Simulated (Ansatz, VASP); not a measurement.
# One calculation of Ta4O, two programs

INCAR

```
SYSTEM = Ta4O
ALGO = Normal
EDIFF = 1E-6
ENCUT = 520
GGA = PE
ISIF = 2
ISMEAR = 0
LASPH = .True.
LCHARG = .False.
LREAL = .False.
LWAVE = .False.
NBANDS = 33
NELM = 80
PREC = Accurate
SIGMA = 0.1
```

File KPOINTS:

```
k-points
0
Gamma
  6 6 4
  0 0 0
```

The input POSCAR:

```
Ta4O
1.0
    5.0779862400      0.0000000000      0.0000000000
   -2.5389931200      4.3976650900      0.0000000000
    0.0000000000      0.0000000000      4.0223210600
Ta O
4 1
Direct
    0.4150595100      0.0000000000      0.5000000000
    0.0000000000      0.4150595100      0.5000000000
    0.5849404900      0.5849404900      0.5000000000
    0.0000000000      0.0000000000      0.5000000000
    0.0000000000      0.0000000000      0.0000000000
```

Input for Ansatz:

```yaml
crystal:
  lattice:
    - [5.07798624, 0.0, 0.0]
    - [-2.53899312, 4.39766509, 0.0]
    - [0.0, 0.0, 4.02232106]
  atoms:
    - { symbol: Ta, position: [0.41505951, 0.0, 0.5] }
    - { symbol: Ta, position: [0.0, 0.41505951, 0.5] }
    - { symbol: Ta, position: [0.58494049, 0.58494049, 0.5] }
    - { symbol: Ta, position: [0.0, 0.0, 0.5] }
    - { symbol: O, position: [0.0, 0.0, 0.0] }
basis:
  ecutwfc: 420
kpoints:
  mp_grid: { grid: [6, 6, 4] }
hamiltonian:
  xc: pbe
scf:
  occupations: { method: gaussian, width: 0.1 }
  lower_state_search: "off"
output:
  forces: true
  stress: true
  eigenvalues: true
```

Alike in both runs: task single point; functional PBE; k mesh 6 × 6 × 4; occupations gaussian, width 0.1 eV; no spin polarisation.

```csv
,VASP,Ansatz
version,VASP 6.6.1,Ansatz 0.2.0
potentials or method,"VASP PAW PBE potentials, release 64 (Ta_pv, O)","scalar-relativistic, plane waves, PAW"
plane-wave cutoff (eV),520,420
valence electrons in the cell,50,58
```

```tsv
	VASP	Ansatz	Ansatz less VASP
gap on the k mesh at the Fermi level (eV)	none	none	-
rms of the force components (eV/Å)	4.957	4.912	-0.0450
```

Atom by atom the forces differ by 0.045 eV/Å (rms over components). A gap of «none» marks a metal or a gap that the smearing closes. The two sets of potentials don't hold the same shells in valence.

Caveats: the k mesh is coarse (spacing up to 0.39 Å⁻¹), so the values aren't converged; forces of over 1 eV/Å show positions far from the minimum, so gaps and moduli don't describe the material at rest. The runs have no spin-orbit coupling, so splittings on Ta are missing.
